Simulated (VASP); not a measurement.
Shape and ions are relaxed at each volume.

Input:

O2Si is modelled in the tetragonal space group P4₂/mnm (No. 136), the rutile structure, Pearson symbol tP6. Conventional cell: a = b = 4.179 Å, c = 2.671 Å, α = β = γ = 90.00°. Si on 2a has 6 O at 1.760–1.808 Å (octahedral). O on 4f has 3 Si at 1.760–1.808 Å (trigonal planar). (Neighbours: up to the widest gap in distance over summed covalent radii, below 1.35, at either atom.)

Calculation: SCAN meta-GGA, VASP's PBE PAW potentials (set 64) (plane waves; VASP 6.6.1). Run with 520 eV cut-off, 5×5×8 Γ-centred mesh, Gaussian smearing of 0.050 eV, potentials Si O.

Question: Give the energy at these volumes per atom, relative to the lowest: 7.30, 7.53, 7.77, 8.00, 8.23 Å³.

Answer: 31.4, 7.6, 0.0, 5.8, 22.5 meV/atom. A third-order Birch-Murnaghan fit gives B0 = 303 GPa and B0′ = 5.3.

Measured: bulk modulus 310 GPa at 300 K (computed value off by -2.1 %), as given by arXiv:1001.2066. The calculation is for a static lattice, while the measured bulk modulus holds thermal and zero-point effects, which are part of the difference.

The compound is SiO2 in the rutile structure, stishovite, a high-pressure form. It was relaxed first.
